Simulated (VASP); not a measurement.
Input:

```
CSi
1.0
    2.83511     0.00000     0.00000
   -1.41756     2.45528     0.00000
    0.00000     0.00000     4.71123
Si C
2 2
Direct
  0.00000   0.00000   0.00000
  0.00000   0.00000   0.50000
  0.33333   0.66667   0.25000
  0.66667   0.33333   0.75000
```

The numbers are results of PBEsol GGA, VASP's PBE PAW potentials (set 64) (plane waves; VASP), not measurements. Numerical set-up: 620 eV cut-off, 12×12×7 Γ-centred mesh, first-order Methfessel-Paxton smearing of 0.10 eV, potentials Si C.

What does the run give for the energy per atom (σ→0), pressure, band gap (on the k-mesh) with the smallest direct gap where there is one?

```yaml
band gap (on the k-mesh): none (metal, semimetal or under 0.01 eV)
energy per atom (σ→0): -7.248 eV/atom
pressure: 5.00 GPa
```

Only differences to runs with the same potentials and settings are physical.

The structure was generated: SiC was put into the NiAs type type (P6_3/mmc), which need not be its known phase. It was relaxed first under an external pressure of 5 GPa.
